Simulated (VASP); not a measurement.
Here is the system:

```xyz
2
Lattice="0.0000 2.2677 2.2677 2.2677 0.0000 2.2677 2.2677 2.2677 0.0000" Properties=species:S:1:pos:R:3 pbc="T T T"
Hf     0.0000     0.0000     0.0000
N      2.2677     2.2677     2.2677
```

Calculation: LDA (Ceperley-Alder, Perdew-Zunger), VASP's LDA PAW potentials (set 64) (plane waves; VASP 6.6.1). Settings: 400 eV cut-off, 16×16×16 Γ-centred mesh, Fermi-Dirac smearing of 0.10 eV, potentials Hf_pv N.

At this cut-off the stress carries a Pulay error, which pulls relaxed volumes low. Energy and stress use the plane-wave basis of the starting cell.

### Question
The ions, cell shape and volume are relaxed. What does this cell relax into?

### Answer

```xyz
2
Lattice="0.0000 2.2259 2.2259 2.2259 0.0000 2.2259 2.2259 2.2259 0.0000" Properties=species:S:1:pos:R:3 pbc="T T T"
Hf     4.4518     4.4518     4.4518
N      2.2259     2.2259     2.2259
```
Space group Fm-3m (225), at a tolerance of 0.03 Å.

### Question
How do energy and volume change from the first to the last step?

### Answer
The energy (σ→0) changes by -34.8 meV/atom and the volume by -5.4 %, in 4 ionic steps.

| step | E(σ→0) (eV) | max force (eV/Å) | pressure (GPa) | volume (Å³) |
|---|---|---|---|---|
| 1 | -23.8225 | 0.000 | -16.58 | 23.32 |
| 2 | -23.5130 | 0.000 | 52.68 | 19.48 |
| 3 | -23.8920 | 0.000 | -0.81 | 22.10 |
| 4 | -23.8921 | 0.000 | -0.11 | 22.06 |

The structure is a typed HfN crystal. This run relaxes it. Symmetry was kept, so distortions that lower it aren't found. The run is one of a series of settings (EDIFFG = -0.01, IBRION = 2, ISIF = 3, NSW = 50 against the base run), some of them coarse on purpose. The electron count is odd and the run is not spin-polarised, which forces a metal.
